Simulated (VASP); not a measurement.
An input for Quantum ESPRESSO's pw.x (written as the equivalent of a VASP run, and not itself run):

```
&CONTROL
  calculation = 'scf'
  pseudo_dir = './pseudo'
  outdir = './out'
  tprnfor = .true.
  tstress = .true.
/
&SYSTEM
  ibrav = 0
  nat = 3
  ntyp = 2
  ecutwfc = 92
  occupations = 'smearing'
  smearing = 'gaussian'
  degauss = 0.003675
  input_dft = 'pbesol'
/
&ELECTRONS
  conv_thr = 7.3e-08
  electron_maxstep = 100
/
ATOMIC_SPECIES
  Al 26.982 Al.upf
  Cu 63.546 Cu.upf
CELL_PARAMETERS angstrom
    -2.0303350    2.0303350    2.8510950
     2.0303350   -2.0303350    2.8510950
     2.0303350    2.0303350   -2.8510950
ATOMIC_POSITIONS crystal
  Al   0.7500000  0.2500000  0.5000000
  Al   0.2500000  0.7500000  0.5000000
  Cu   0.5000000  0.5000000  0.0000000
K_POINTS automatic
  9 9 9 0 0 0
```

### Question
Translate this input to VASP (INCAR, KPOINTS, POSCAR, choice of POTCAR).

### Answer
This is not unique; one that fits is 
POSCAR:
```
Al2Cu
1
   -2.0303350000     2.0303350000     2.8510950000
    2.0303350000    -2.0303350000     2.8510950000
    2.0303350000     2.0303350000    -2.8510950000
Al Cu
2 1
Direct
  0.7500000000   0.2500000000   0.5000000000
  0.2500000000   0.7500000000   0.5000000000
  0.5000000000   0.5000000000   0.0000000000
```

File KPOINTS:
```
Automatic mesh
0
Gamma
9 9 9
0 0 0
```

INCAR:
```
SYSTEM = Al2Cu
PREC = Accurate; ENCUT = 300; LREAL = F
LASPH = T
EDIFF = 1E-6; NELM = 100; ALGO = Normal
LMAXMIX = 4
ISMEAR = 0; SIGMA = 0.05
GGA = PS
ISIF = 2
LWAVE = F; LCHARG = F
```

POTCAR, in this order: Al Cu (PBE.64 set). Program: vasp_std.

Limits of the translation: the potentials are each code's own (VASP's PAW set, PseudoDojo norm-conserving files in pw.x), so ENCUT and ecutwfc are chosen apart and not converted; conv_thr bounds pw.x's estimated SCF error, while EDIFF bounds the energy change between steps.

The structure comes from a computed database's Al2Cu entry (I4/mmm); how it stands against other phases isn't given here. The cell was not relaxed at this level.
